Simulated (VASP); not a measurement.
Given:

```yaml
crystal:
  lattice:
    - [0.00000, 1.90933, 1.90933]
    - [1.90933, 0.00000, 1.90933]
    - [1.90933, 1.90933, 0.00000]
  atoms:
    - { symbol: Ir, position: [0.00000, 0.00000, 0.00000] }
```

Calculation: LDA (Ceperley-Alder, Perdew-Zunger), VASP's LDA PAW potentials (set 64) (plane waves; VASP). Numerical set-up: 520 eV cut-off, Gaussian smearing of 0.050 eV, potentials Ir.

**Question.** Give the energies of bands 1 to 6 at the high-symmetry points, in eV from the Fermi level.

**Answer.** 
```
band       Γ      X      U      L      W
----  ------  -----  -----  -----  -----
1     -11.27  -8.10  -7.12  -8.28  -6.41
2      -4.01  -7.54  -6.13  -4.10  -5.00
3      -4.01   0.92  -2.95  -4.10  -5.00
4      -4.01   1.52  -0.89  -0.75  -1.84
5      -1.21   1.52   0.62   0.93   1.52
6      -1.21   1.75   6.43   0.93   8.36
```

It has no gap at this level: it comes out as a metal or semimetal.

The compound is Ir in the fcc structure. It was relaxed first.
